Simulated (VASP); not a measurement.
Consider the following.

```xyz
2
Lattice="0.0000 3.3300 3.3300 3.3300 0.0000 3.3300 3.3300 3.3300 0.0000" Properties=species:S:1:pos:R:3 pbc="T T T"
Sr     0.1200     0.0500     0.0000
Te     3.3300     3.3300     3.3300
```

Computed with PBE GGA, VASP's PBE PAW potentials (set 64) (plane waves; VASP 6.6.1). Numerical set-up: 400 eV cut-off, 5×5×5 Γ-centred mesh, Gaussian smearing of 0.050 eV, potentials Sr_sv Te.

Energy and stress use the plane-wave basis of the starting cell.

### Question
The ions, cell shape and volume are relaxed. Give the cell that the relaxation ends in.

### Answer

```xyz
2
Lattice="0.0002 3.3625 3.3625 3.3625 0.0002 3.3625 3.3627 3.3627 0.0000" Properties=species:S:1:pos:R:3 pbc="T T T"
Sr     0.0607     3.3876     3.3625
Te     3.4234     3.3881     3.3625
```
Space group Fm-3m (225), at a tolerance of 0.03 Å.

### Question
How do energy and volume change from the first to the last step?

### Answer
The energy (σ→0) changes by -14.6 meV/atom and the volume by +3.0 %, in 13 ionic steps.

```
step  E(σ→0) (eV)  max force (eV/Å)  pressure (GPa)  volume (Å³)
----  -----------  ----------------  --------------  -----------
1         -8.2344             0.352            1.17        73.85
2         -8.2524             0.208           -0.22        76.77
3         -8.2526             0.197           -0.34        77.05
4         -8.2577             0.148           -0.21        76.64
5         -8.2631             0.004            0.22        75.52
6         -8.2631             0.017            0.17        75.64
7         -8.2635             0.007           -0.06        76.18
8         -8.2636             0.003           -0.01        76.05
9         -8.2636             0.003           -0.01        76.06
10        -8.2636             0.002            0.00        76.03
11        -8.2636             0.002            0.00        76.02
12        -8.2636             0.001            0.00        76.03
13        -8.2636             0.001            0.00        76.03
```

The compound is SrTe in the rock salt structure. In the starting cell atoms are displaced from their ideal sites. This run relaxes it. Symmetry was kept, so distortions that lower it aren't found.
